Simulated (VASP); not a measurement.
# TiH₂O₂F₂: harmonic vibrations of a molecule

TiH₂O₂F₂, molecule in box, 7 atoms in the cell. PBE, harmonic vibrations; PAW potentials O, Ti_sv, F, H (PBE set).

## Input

INCAR.step1:
```
SYSTEM = TiH2O2F2
  ALGO = Normal
  EDIFF = 1E-8
  EDIFFG = -0.005
  ENCUT = 400
  IBRION = 2
  ISIF = 2
  ISMEAR = 0
  ISYM = 0
  LASPH = .True.
  LCHARG = .False.
  LREAL = .False.
  LWAVE = .False.
  NELM = 100
  NSW = 150
  POTIM = 0.5
  PREC = Accurate
  SIGMA = 0.01
```

INCAR.step2, as INCAR.step1 but for:
```
- EDIFFG = -0.005
- IBRION = 2
- ISIF = 2
- NSW = 150
- POTIM = 0.5
+ IBRION = 5
+ NFREE = 2
+ NSW = 1
+ POTIM = 0.015
```

KPOINTS:
```
k-points
0
Gamma
  1 1 1
```

POSCAR.step1:
```
TiH2O2F2
1.0
   14.0000000000      0.0000000000      0.0000000000
    0.0000000000     12.0000000000      0.0000000000
    0.0000000000      0.0000000000     12.0000000000
O Ti F H
2 1 2 2
Direct
    0.4078071400      0.5595041700      0.6006958300
    0.5964500000      0.4673708300      0.5818625000
    0.4936857100      0.5076208300      0.5046541700
    0.4473571400      0.3938708300      0.4294875000
    0.5229714300      0.6096291700      0.4049708300
    0.3444500000      0.5891125000      0.5944958300
    0.6574071400      0.4361541700      0.5632708300
```

Commands (each step's output is kept before the next begins):
```
cat potpaw_PBE.64/O/POTCAR potpaw_PBE.64/Ti_sv/POTCAR potpaw_PBE.64/F/POTCAR potpaw_PBE.64/H/POTCAR > POTCAR
cp INCAR.step1 INCAR
cp POSCAR.step1 POSCAR
mpirun -np 8 vasp_gam > vasp.out
cp CONTCAR POSCAR
cp INCAR.step2 INCAR
mpirun -np 8 vasp_gam > vasp.out
```

## Result

- Vibrations (cm⁻¹; a negative value is imaginary): 3789, 3784, 792, 758, 731, 674, 470, 398, 220, 209, 204, 195, 192, 178, 116
- Zero-point energy (eV): 0.788
- Translations and rotations, which should read zero (cm⁻¹): -8, -7, -6, 8, 14, 29
- Vibrational entropy at 298 K (meV/K): 0.815
- Displaced cells: 42
- Ionic steps, all stages: 79
- Electronic steps, all stages: 1447

VASP 6.6.1 took 1567 s on 8 cores (Intel Xeon Platinum 8488C (Sapphire Rapids)), a shared host.
